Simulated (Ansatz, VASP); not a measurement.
**Cross-check of BN between VASP and Ansatz**

Wanted: the spread between two codes on one cell, functional and k mesh. The cell is taken from a series of runs on this material, whose earlier steps may have relaxed, scaled, displaced or heated it; both programs get it as it stands.

Main program and level: Ansatz 0.2.0; plane waves, with VASP 6.6.1 beside it; zone-centre phonons at PBE.

## Step 1: The structure

Symmetry: P6_3/mmc, No. 194, hexagonal system. The conventional cell has a = 2.512 Å, b = 2.512 Å, c = 8.495 Å, α = 90.00°, β = 90.00°, γ = 120.00°. B has 3 N at 1.45 Å nearest. Nearest to N lie 3 B at 1.45 Å. Farther neighbours and most contacts between anions are not listed.

## Step 2: VASP: zone-centre phonons, PBE

Second derivatives magnify differences that forces hide, and they need a tight electronic threshold.

Lines of VASP's logs that name or quote its potential files are left out, and so is its time.

The input, INCAR:

```
SYSTEM = BN
PREC = Accurate
ENCUT = 600
EDIFF = 1E-08
NELM = 120
ISMEAR = -1
SIGMA = 0.026
LREAL = .FALSE.
ALGO = Normal
GGA = PE
NELECT = 15.6
NBANDS = 13
LORBIT = 11
LWAVE = .FALSE.
LCHARG = .FALSE.
ISIF = 2
IBRION = 8
LASPH = .TRUE.
GGA_COMPAT = .FALSE.
KPAR = 2
```

The input, POSCAR:

```
BN
1.0
    2.5121538151      0.0000000000      0.0000000000
   -1.2560769076      2.1755890220      0.0000000000
    0.0000000000      0.0000000000      8.4946775513
B N
2 2
Direct
    0.3333333333      0.6666666667      0.2500000000
    0.6666666667      0.3333333333      0.7500000000
    0.3333333333      0.6666666667      0.7500000000
    0.6666666667      0.3333333333      0.2500000000
```

The input, KPOINTS:

```
Automatic mesh
0
Gamma
15 15 4
0 0 0
```

PAW data sets: B and N (PBE family, release 64).

The run is started by

```bash
$ mpirun -np 2 vasp_std
```

Numbers of over 12 decimals in the logs are rounded to 6 here.

The log of the run:

```text
[banner, memory and clock lines left out]
running    2 mpi-ranks, on    1 nodes
 distrk:  each k-point on    1 cores,    2 groups
 distr:  one band on    1 cores,    1 groups

 POSCAR found type information on POSCAR B N
 POSCAR found :  2 types and       4 ions
 LDA part: xc-table for (Slater+PW92), standard interpolation
 POSCAR, INCAR and KPOINTS ok, starting setup
 FFT: planning ... GRIDC
 FFT: planning ... GRID_SOFT
 FFT: planning ... GRID
 WAVECAR not read
 entering main loop
       N       E                     dE             d eps       ncg     rms          rms(c)
DAV:   1     0.762102485895E+02    0.76210E+02   -0.78786E+03  2114   0.113E+03
DAV:   2    -0.317116389232E+02   -0.10792E+03   -0.96858E+02  2982   0.265E+02
DAV:   3    -0.376918592587E+02   -0.59802E+01   -0.58890E+01  2771   0.653E+01
DAV:   4    -0.377735599516E+02   -0.81701E-01   -0.81633E-01  2614   0.812E+00
DAV:   5    -0.377749969654E+02   -0.14370E-02   -0.14365E-02  2791   0.106E+00BRMIX: very serious problems
 the old and the new charge density differ
 old charge density:    16.00000 new   15.60000
BRMIX: very serious problems
 the old and the new charge density differ
 old charge density:    16.00000 new   15.60000
    0.103E+01
DAV:   6    -0.356150984656E+02    0.21599E+01   -0.48752E+00  2601   0.183E+01    0.496E+00
DAV:   7    -0.353017856580E+02    0.31331E+00   -0.45564E-01  2671   0.563E+00    0.283E+00
DAV:   8    -0.352169737883E+02    0.84812E-01   -0.22660E-01  2751   0.339E+00    0.337E-01
DAV:   9    -0.352161586187E+02    0.81517E-03   -0.96083E-03  2491   0.852E-01    0.160E-01
DAV:  10    -0.352167086748E+02   -0.55006E-03   -0.73378E-04  2416   0.278E-01    0.316E-02
DAV:  11    -0.352167681340E+02   -0.59459E-04   -0.11639E-04  2626   0.106E-01    0.273E-02
DAV:  12    -0.352167671507E+02    0.98322E-06   -0.27127E-05  2476   0.463E-02    0.383E-03
DAV:  13    -0.352167675053E+02   -0.35452E-06   -0.15796E-06  2776   0.111E-02    0.922E-04
DAV:  14    -0.352167675695E+02   -0.64256E-07   -0.11782E-07  2476   0.332E-03    0.596E-04
DAV:  15    -0.352167675678E+02    0.17594E-08   -0.17756E-09  2158   0.495E-04
   1 F= -.35216768E+02 E0= -.35215368E+02  d E =-.279835E-02
 Linear response reoptimize wavefunctions to high precision
DAV:   1    -0.352167675639E+02    0.38419E-08   -0.28446E-09  2336   0.421E-04
DAV:   2    -0.352167675639E+02    0.86402E-11   -0.10749E-10  1673   0.116E-04
 Linear response DOF=           4
 Linear response progress:
  Degree of freedom:   1/  4
       N       E                     dE             d eps       ncg     rms          rms(c)
RMM:   1    -0.506058799399E-01   -0.50606E-01   -0.33207E-02 20093   0.170E+00
RMM:   2    -0.407226873249E-01    0.98832E-02   -0.49186E-03 14800   0.432E-01    0.201E-01
RMM:   3    -0.399075688646E-01    0.81512E-03    0.36233E-03 14851   0.135E-01    0.112E-01
RMM:   4    -0.401988727047E-01   -0.29130E-03    0.37231E-03 14420   0.141E-01    0.121E-02
RMM:   5    -0.405959369863E-01   -0.39706E-03   -0.13133E-04 15741   0.215E-02    0.198E-03
RMM:   6    -0.405821300257E-01    0.13807E-04   -0.22261E-05 16175   0.292E-03    0.829E-04
RMM:   7    -0.405755324095E-01    0.65976E-05   -0.25716E-05 15945   0.119E-03    0.337E-04
RMM:   8    -0.405737407958E-01    0.17916E-05   -0.65969E-06 16250   0.550E-04    0.655E-05
RMM:   9    -0.405738133530E-01   -0.72557E-07   -0.18508E-06 16583   0.117E-04    0.411E-05
RMM:  10    -0.405737658432E-01    0.47510E-07    0.31984E-07 15749   0.828E-05    0.560E-06
RMM:  11    -0.405737984766E-01   -0.32633E-07   -0.39282E-07 16750   0.319E-05    0.225E-06
RMM:  12    -0.405737967727E-01    0.17039E-08   -0.13139E-07 15100   0.253E-05    0.558E-07
RMM:  13    -0.405737971067E-01   -0.33406E-09    0.10908E-07 12972   0.228E-05    0.169E-07
RMM:  14    -0.405737947220E-01    0.23848E-08    0.80579E-08 11323   0.224E-05    0.521E-08
 first order change of Fermi-energy  -0.66169E-04
 force on displaced ion       1 direction 1 : -41.819   0.002   0.000
 Linear response progress:
  Degree of freedom:   2/  4
       N       E                     dE             d eps       ncg     rms          rms(c)
RMM:   1    -0.485738176006E-01   -0.48574E-01    0.32477E-02  5139   0.133E+00
RMM:   2    -0.490399064203E-01   -0.46609E-03   -0.91133E-04  4331   0.226E-01    0.142E-01
RMM:   3    -0.486434480190E-01    0.39646E-03   -0.85248E-05  4621   0.650E-02    0.855E-02
RMM:   4    -0.483267770476E-01    0.31667E-03   -0.10725E-04  4403   0.756E-02    0.960E-03
RMM:   5    -0.482089930609E-01    0.11778E-03   -0.22697E-05  4453   0.274E-02    0.348E-03
RMM:   6    -0.482015784527E-01    0.74146E-05   -0.93886E-07  4659   0.789E-03    0.212E-03
RMM:   7    -0.482070714829E-01   -0.54930E-05   -0.31062E-07  4603   0.441E-03    0.697E-04
RMM:   8    -0.482143807446E-01   -0.73093E-05   -0.13862E-07  4502   0.162E-03    0.330E-04
RMM:   9    -0.482178625633E-01   -0.34818E-05   -0.55634E-08  4693   0.762E-04    0.522E-05
RMM:  10    -0.482179714231E-01   -0.10886E-06    0.86081E-09  4967   0.110E-04    0.256E-05
RMM:  11    -0.482179630543E-01    0.83688E-08    0.11027E-08  4791   0.788E-05    0.455E-06
 first order change of Fermi-energy   0.21702E-04
 force on displaced ion       1 direction 3 :  -0.000   0.000 -14.249
 Linear response progress:
  Degree of freedom:   3/  4
       N       E                     dE             d eps       ncg     rms          rms(c)
RMM:   1    -0.236147394655E+00   -0.23615E+00    0.18042E-01 17043   0.354E+00
RMM:   2    -0.231276074503E+00    0.48713E-02   -0.58944E-03 14426   0.628E-01    0.263E-01
RMM:   3    -0.232336290944E+00   -0.10602E-02   -0.81731E-04 14055   0.224E-01    0.145E-01
RMM:   4    -0.234796958903E+00   -0.24607E-02   -0.66983E-04 13209   0.206E-01    0.242E-02
RMM:   5    -0.234833465658E+00   -0.36507E-04   -0.26044E-04 15883   0.436E-02    0.159E-03
RMM:   6    -0.234802323187E+00    0.31142E-04   -0.13501E-05 16368   0.489E-03    0.104E-03
RMM:   7    -0.234795749420E+00    0.65738E-05   -0.11488E-05 16363   0.109E-03    0.632E-04
RMM:   8    -0.234792118253E+00    0.36312E-05   -0.12287E-05 16181   0.689E-04    0.125E-04
RMM:   9    -0.234794102638E+00   -0.19844E-05   -0.10653E-06 15507   0.243E-04    0.332E-05
RMM:  10    -0.234794742101E+00   -0.63946E-06    0.45489E-06 16092   0.136E-04    0.571E-06
RMM:  11    -0.234794523538E+00    0.21856E-06    0.50398E-06 16966   0.811E-05    0.272E-06
RMM:  12    -0.234794424351E+00    0.99187E-07    0.57355E-06 15315   0.719E-05    0.126E-06
RMM:  13    -0.234794450007E+00   -0.25655E-07    0.60239E-06 14853   0.708E-05    0.173E-07
RMM:  14    -0.234794468229E+00   -0.18222E-07    0.58055E-06 11940   0.698E-05    0.105E-07
RMM:  15    -0.234794478003E+00   -0.97739E-08    0.55866E-06 11358   0.697E-05    0.210E-08
 first order change of Fermi-energy   0.62287E-04
 force on displaced ion       3 direction 1 : -41.868   0.003   0.000
 Linear response progress:
  Degree of freedom:   4/  4
       N       E                     dE             d eps       ncg     rms          rms(c)
RMM:   1    -0.266710391345E+00   -0.26671E+00    0.14819E-01  4666   0.314E+00
RMM:   2    -0.267796834015E+00   -0.10864E-02   -0.27282E-03  4069   0.393E-01    0.212E-01
RMM:   3    -0.267917936219E+00   -0.12110E-03   -0.15021E-03  4193   0.250E-01    0.974E-02
RMM:   4    -0.268727638589E+00   -0.80970E-03   -0.74279E-04  4173   0.164E-01    0.187E-02
RMM:   5    -0.268465439184E+00    0.26220E-03   -0.19943E-05  4529   0.343E-02    0.274E-03
RMM:   6    -0.268479443827E+00   -0.14005E-04   -0.65708E-07  4788   0.502E-03    0.769E-04
RMM:   7    -0.268483421983E+00   -0.39782E-05   -0.53527E-08  4574   0.161E-03    0.455E-04
RMM:   8    -0.268480025950E+00    0.33960E-05   -0.23238E-08  4554   0.150E-03    0.105E-04
RMM:   9    -0.268480061731E+00   -0.35782E-07    0.22055E-08  4820   0.415E-04    0.451E-05
RMM:  10    -0.268479699005E+00    0.36273E-06    0.10211E-07  4702   0.105E-04    0.145E-05
RMM:  11    -0.268479580929E+00    0.11808E-06    0.46740E-08  4938   0.669E-05    0.308E-06
RMM:  12    -0.268479605202E+00   -0.24272E-07    0.40358E-08  4752   0.510E-05    0.850E-07
RMM:  13    -0.268479602980E+00    0.22223E-08    0.38178E-08  4437   0.483E-05    0.318E-07
 first order change of Fermi-energy   0.15690E-04
 force on displaced ion       3 direction 3 :   0.000  -0.000 -13.857
 Linear response finished
```

OUTCAR, selected parts (step 2):

```text
NELECT = 15.6

 ion  position               nearest neighbor table
   1  0.333  0.667  0.250-   4 1.45   4 1.45   4 1.45
   2  0.667  0.333  0.750-   3 1.45   3 1.45   3 1.45
   3  0.333  0.667  0.750-   2 1.45   2 1.45   2 1.45
   4  0.667  0.333  0.250-   1 1.45   1 1.45   1 1.45

  LATTYP: Found a hexagonal cell.
 ALAT       =     2.5121538151
 C/A-ratio  =     3.3814321003

 Subroutine GETGRP returns: Found 24 space group operations
 (whereof 12 operations were pure point group operations)

The static configuration has the point symmetry D_3d.
 The point group associated with its full space group is D_6h.

 Found     81 irreducible k-points:

   k-points           NKPTS =     81   k-points in BZ     NKDIM =     81   number of bands    NBANDS=     13

   dimension x,y,z NGX =    20 NGY =   20 NGZ =   70
   dimension x,y,z NGXF=    40 NGYF=   40 NGZF=  140

   ENCUT  =  600.0 eV  44.10 Ry    6.64 a.u.   5.02  5.02 16.97*2*pi/ulx,y,z

 k-points in reciprocal lattice and weights: Automatic mesh
   0.00000000  0.00000000  0.00000000       0.001
   0.06666667  0.00000000  0.00000000       0.007
   0.13333333  0.00000000  0.00000000       0.007
   0.20000000 -0.00000000  0.00000000       0.007
   0.26666667  0.00000000  0.00000000       0.007
   0.33333333  0.00000000  0.00000000       0.007
   0.40000000  0.00000000  0.00000000       0.007
   0.46666667  0.00000000  0.00000000       0.007
   0.06666667  0.06666667  0.00000000       0.007
[...]
0.33333333  0.26666667  0.50000000       0.013
   0.33333333  0.33333333  0.50000000       0.002

 average (electrostatic) potential at core
       1 -31.1553       2 -31.1553       3 -67.4183       4 -67.4183

  Total       -1.8893407     -1.8893407     -2.8086988      0.0000000      0.0000000      0.0000000
  in kB      -65.2004925    -65.2004925    -96.9272226      0.0000000      0.0000000      0.0000000
  external PRESSURE =     -75.7760692 kB  Pullay stress =       0.0000000 kB

  energy-cutoff  :      600.00
  volume of cell :       46.43
      direct lattice vectors                 reciprocal lattice vectors
     2.512153815  0.000000000  0.000000000     0.398064798  0.229822818  0.000000000
    -1.256076908  2.175589022  0.000000000     0.000000000  0.459645636  0.000000000
     0.000000000  0.000000000  8.494677551     0.000000000  0.000000000  0.117720772

 POSITION                                       TOTAL-FORCE (eV/Angst)
 -----------------------------------------------------------------------------------
     -0.00000      1.45039      2.12367        -0.000000     -0.000000      0.000000
      1.25608      0.72520      6.37101        -0.000000      0.000000      0.000000
     -0.00000      1.45039      6.37101         0.000000     -0.000000      0.000000
      1.25608      0.72520      2.12367        -0.000000      0.000000      0.000000
 -----------------------------------------------------------------------------------
    total drift:                               -0.000000      0.000000      0.000000

 Eigenvectors and eigenvalues of the dynamical matrix
 ----------------------------------------------------

   1 f  =   41.128205 THz   258.416133 2PiTHz 1371.889247 cm-1   170.092512 meV
             X         Y         Z           dx          dy          dz
     -0.000000  1.450393  2.123669    -0.514346    0.132513    0.000000
      1.256077  0.725196  6.371008    -0.514346    0.132513   -0.000000
     -0.000000  1.450393  6.371008     0.452025   -0.116457    0.000000
      1.256077  0.725196  2.123669     0.452025   -0.116457   -0.000000

   2 f  =   41.128205 THz   258.416133 2PiTHz 1371.889247 cm-1   170.092512 meV
             X         Y         Z           dx          dy          dz
     -0.000000  1.450393  2.123669    -0.132513   -0.514346   -0.000000
      1.256077  0.725196  6.371008    -0.132513   -0.514346    0.000000
     -0.000000  1.450393  6.371008     0.116457    0.452025    0.000000
      1.256077  0.725196  2.123669     0.116457    0.452025    0.000000

   3 f  =   40.756137 THz   256.078362 2PiTHz 1359.478403 cm-1   168.553764 meV
             X         Y         Z           dx          dy          dz
     -0.000000  1.450393  2.123669     0.514133   -0.132458    0.000000
      1.256077  0.725196  6.371008    -0.514133    0.132458    0.000000
     -0.000000  1.450393  6.371008     0.452267   -0.116519   -0.000000
      1.256077  0.725196  2.123669    -0.452267    0.116519    0.000000

   4 f  =   40.756137 THz   256.078362 2PiTHz 1359.478403 cm-1   168.553764 meV
             X         Y         Z           dx          dy          dz
     -0.000000  1.450393  2.123669     0.132458    0.514133   -0.000000
      1.256077  0.725196  6.371008    -0.132458   -0.514133    0.000000
     -0.000000  1.450393  6.371008     0.116519    0.452267    0.000000
      1.256077  0.725196  2.123669    -0.116519   -0.452267   -0.000000

   5 f  =   24.130123 THz   151.614032 2PiTHz  804.894251 cm-1    99.794124 meV
             X         Y         Z           dx          dy          dz
     -0.000000  1.450393  2.123669     0.000000    0.000000    0.537571
      1.256077  0.725196  6.371008    -0.000000   -0.000000   -0.537571
     -0.000000  1.450393  6.371008     0.000000    0.000000    0.459366
      1.256077  0.725196  2.123669     0.000000    0.000000   -0.459366

   6 f  =   23.320319 THz   146.525887 2PiTHz  777.882115 cm-1    96.445047 meV
             X         Y         Z           dx          dy          dz
     -0.000000  1.450393  2.123669     0.000000   -0.000000   -0.531206
      1.256077  0.725196  6.371008    -0.000000    0.000000   -0.531206
     -0.000000  1.450393  6.371008     0.000000   -0.000000    0.466713
      1.256077  0.725196  2.123669     0.000000   -0.000000    0.466713

   7 f  =    1.386738 THz     8.713130 2PiTHz   46.256590 cm-1     5.735084 meV
             X         Y         Z           dx          dy          dz
     -0.000000  1.450393  2.123669     0.000000   -0.000000   -0.459366
      1.256077  0.725196  6.371008     0.000000   -0.000000    0.459366
     -0.000000  1.450393  6.371008     0.000000   -0.000000    0.537571
      1.256077  0.725196  2.123669     0.000000   -0.000000   -0.537571

   8 f/i=    0.001770 THz     0.011120 2PiTHz    0.059034 cm-1     0.007319 meV
             X         Y         Z           dx          dy          dz
     -0.000000  1.450393  2.123669     0.000000   -0.000000   -0.466713
      1.256077  0.725196  6.371008     0.000000   -0.000000   -0.466713
     -0.000000  1.450393  6.371008     0.000000   -0.000000   -0.531206
      1.256077  0.725196  2.123669     0.000000   -0.000000   -0.531206

   9 f/i=    0.002546 THz     0.015999 2PiTHz    0.084934 cm-1     0.010530 meV
             X         Y         Z           dx          dy          dz
     -0.000000  1.450393  2.123669    -0.387240    0.260642   -0.000000
      1.256077  0.725196  6.371008    -0.387240    0.260642   -0.000000
     -0.000000  1.450393  6.371008    -0.440629    0.296576   -0.000000
      1.256077  0.725196  2.123669    -0.440629    0.296576   -0.000000

  10 f/i=    0.002546 THz     0.015999 2PiTHz    0.084934 cm-1     0.010530 meV
             X         Y         Z           dx          dy          dz
     -0.000000  1.450393  2.123669    -0.260642   -0.387240    0.000000
      1.256077  0.725196  6.371008    -0.260642   -0.387240    0.000000
     -0.000000  1.450393  6.371008    -0.296576   -0.440629    0.000000
      1.256077  0.725196  2.123669    -0.296576   -0.440629    0.000000

  11 f/i=    0.355284 THz     2.232315 2PiTHz   11.851000 cm-1     1.469336 meV
             X         Y         Z           dx          dy          dz
     -0.000000  1.450393  2.123669    -0.118900   -0.451647    0.000000
      1.256077  0.725196  6.371008     0.118900    0.451647    0.000000
     -0.000000  1.450393  6.371008     0.135164    0.513428    0.000000
      1.256077  0.725196  2.123669    -0.135164   -0.513428    0.000000

  12 f/i=    0.355284 THz     2.232315 2PiTHz   11.851000 cm-1     1.469336 meV
             X         Y         Z           dx          dy          dz
     -0.000000  1.450393  2.123669    -0.451647    0.118900   -0.000000
      1.256077  0.725196  6.371008     0.451647   -0.118900   -0.000000
     -0.000000  1.450393  6.371008     0.513428   -0.135164   -0.000000
      1.256077  0.725196  2.123669    -0.513428    0.135164   -0.000000

 ELASTIC MODULI CONTR FROM IONIC RELAXATION (kBar)
 Direction    XX          YY          ZZ          XY          YZ          ZX
 --------------------------------------------------------------------------------
 XX        -228.6756    228.6756      0.0000      0.0000      0.0000     -0.0000
 YY         228.6756   -228.6756     -0.0000      0.0000     -0.0000      0.0000
 ZZ           0.0000     -0.0000     -0.0000      0.0000      0.0000     -0.0000
 XY           0.0000      0.0000      0.0000   -228.6756      0.0000     -0.0000
 YZ           0.0000     -0.0000      0.0000      0.0000     -0.0000      0.0000
 ZX          -0.0000      0.0000     -0.0000     -0.0000      0.0000     -0.0000
 --------------------------------------------------------------------------------
```

The cell is charged against a uniform background.

(Continued in part 2 of 2.)

[Lines on the potential files, build, host, timing and source positions are cut from VASP's logs without a mark.]

[Logs are printed without paths, hosts, clocks, repeated set-up lines and the standing remarks that a program may print on its own settings, such as how far it seeks lower states.]

[Hosts, paths, dates, database ids (printed as entryN), source tags and the programs' standing remarks are cut or masked in the printed files.]
